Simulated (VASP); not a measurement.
## CdS (relaxed from the layer:h-BN structure): computed properties

These are r2SCAN meta-GGA, VASP's PBE PAW potentials (set 64) (plane waves; VASP) values and carry that method's errors.

```json
{
 "space_group": "P-6m2 (187)",
 "cell": "a = b = 4.2283 Å, c = 14.7994 Å, α = β = 90.00°, γ = 120.00°",
 "band gap (over mesh and band path)": "2.13 eV",
 "smallest direct gap (over mesh and band path)": "2.13 eV",
 "band_edge_character": "direct, Γ to Γ"
}
```

```
CdS
1.0
    4.22825     0.00000     0.00000
   -2.11413     3.66178     0.00000
    0.00000     0.00000    14.79937
Cd S
1 1
Direct
  0.66667   0.33333   0.50000
  0.33333   0.66667   0.50000
```

The cell holds vacuum, so volume and density refer to the whole cell.  The cell holds a wide vacuum, so values per volume refer to the whole cell.

The cell is a sheet with vacuum, built from a generated structure.
